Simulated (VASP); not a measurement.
Consider the following.

```yaml
crystal:
  lattice:
    - [0.00000, 3.33353, 3.33353]
    - [3.33353, 0.00000, 3.33353]
    - [3.33353, 3.33353, 0.00000]
  atoms:
    - { symbol: Na, position: [0.25000, 0.25000, 0.25000] }
    - { symbol: Na, position: [0.75000, 0.75000, 0.75000] }
    - { symbol: S, position: [0.00000, 0.00000, 0.00000] }
```

Calculation: revPBE GGA, VASP's PBE PAW potentials (set 64) (plane waves; VASP). Numerical set-up: 520 eV cut-off, Gaussian smearing of 0.050 eV, potentials Na_pv S.

Predict the band gap (along the path) with the smallest direct gap where there is one.

```yaml
band gap (along the path): 2.49 eV
smallest direct gap (along the path): 2.49 eV
```

Only differences to runs with the same potentials and settings are physical.

The compound is Na2S in the antifluorite structure. It was relaxed first, which changed the volume by +6 %.
